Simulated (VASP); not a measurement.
The system is Ti.

```
Ti
1.0
     2.93573    0.00000    0.00000
    -1.46787    2.54242    0.00000
     0.00000    0.00000    4.64086
Ti
2
Direct
  0.33333 0.66667 0.25000
  0.66667 0.33333 0.75000
```

| Item | Value |
| --- | --- |
| Program | VASP 6.6.1 |
| Task | relaxation of cell and atoms |
| Functional | PBEsol |
| Potentials or basis | VASP PAW PBE potentials, release 64 (Ti_sv) |
| Cutoff | 600 eV |
| k mesh | 18 × 18 × 10 |
| Occupations | gaussian, width 0.1 eV |
| Spin | no spin polarisation |

At the start: pressure -4.2 GPa; volume 17.32 Å³/atom.

**Question.** Where does the relaxation end?

**Answer.** Over 7 steps the energy falls by 8.5 meV/atom and the volume is 16.68 Å³/atom (-3.7 %); space group P6_3/mmc (No. 194, to 0.05 Å).

The path:
| step | energy change (eV) | largest force (eV/Å) | pressure (GPa) | volume (Å³) |
| --- | --- | --- | --- | --- |
| 1 | 0.0000 | 0.0000 | -4.16 | 34.64 |
| 2 | -0.0070 | 0.0000 | 3.53 | 32.43 |
| 3 | -0.0170 | 0.0000 | -0.01 | 33.37 |
| 4 | -0.0170 | 0.0000 | 0.07 | 33.34 |
| 5 | -0.0170 | 0.0000 | -0.05 | 33.38 |
| 6 | -0.0170 | 0.0000 | -0.04 | 33.37 |
| 7 | -0.0170 | 0.0000 | -0.01 | 33.37 |

Final structure:
```xyz
2
Lattice="2.8983 0.0000 0.0000 -1.4491 2.5100 0.0000 0.0000 0.0000 4.5866" Properties=species:S:1:pos:R:3 pbc="T T T"
Ti    0.0000    1.6733    1.1467
Ti    1.4491    0.8367    3.4400
```

Caveat: the PAW data sets were made with another functional, which shifts forces and pressure a little.
